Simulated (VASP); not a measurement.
Data:

```xyz
2
Lattice="0.0000 3.0214 3.0214 3.0214 0.0000 3.0214 3.0214 3.0214 0.0000" Properties=species:S:1:pos:R:3 pbc="T T T"
Pb     0.0000     0.0000     0.0000
Se     3.0214     3.0214     3.0214
```

Calculation: LDA (Ceperley-Alder, Perdew-Zunger), VASP's LDA PAW potentials (set 64) (plane waves; VASP). Run with 520 eV cut-off, 7×7×7 Γ-centred mesh, Gaussian smearing of 0.050 eV, potentials Pb_d Se.

Problem. Predict the energy per atom (σ→0).

Solution. 
energy per atom (σ→0): -4.731 eV/atom

Total energies compare only between runs with the same potentials, cut-off and functional.

The compound is PbSe in the rock salt structure. It was relaxed first. The start is the result of an earlier pass.
